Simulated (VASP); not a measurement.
Set up this calculation in VASP 6.6.1, as the native input.

* Task: single point
* Functional: PBE
* Potentials or basis: VASP PAW PBE potentials, release 64 (Ag)
* Cutoff: 450 eV
* k mesh: 12 × 12 × 12
* Occupations: gaussian, width 0.1 eV
* Spin: no spin polarisation
* Further INCAR settings: ALGO = Fast; EDIFF = 1e-07; NBANDS = 12

The structure of Ag lies in POSCAR:

```
Ag
1.0
    0.0000000000      2.0427500000      2.0427500000
    2.0427500000      0.0000000000      2.0427500000
    2.0427500000      2.0427500000      0.0000000000
Ag
1
Direct
    0.0000000000      0.0000000000      0.0000000000
```

These files were run (other wordings do the same):

INCAR

```
SYSTEM = Ag
  PREC = Accurate
  ENCUT = 450
  EDIFF = 1E-7
  ISMEAR = 0
  SIGMA = 0.1
  LREAL = .False.
  LASPH = .True.
  NELM = 100
  ALGO = Fast
  ISIF = 2
  LWAVE = .False.
  LCHARG = .False.
  GGA = PE
  NBANDS = 12
```

KPOINTS

```
regular mesh
0
Gamma
  12 12 12
  0 0 0
```

Potentials or basis: VASP PAW PBE potentials, release 64 (Ag).

Run with:

```bash
$ cat potpaw_PBE.64/Ag/POTCAR > POTCAR
$ mpirun -np 1 vasp_std > vasp.out
```

It gave:

```
Pressure               : 4.8 GPa
Band gap on the k mesh : none (metal or under the smearing width)
```

Wall time 4.8 s on 1 thread of Intel(R) Xeon(R) 6975P-C (Granite Rapids) (shared host), peak memory 0.12 GiB.
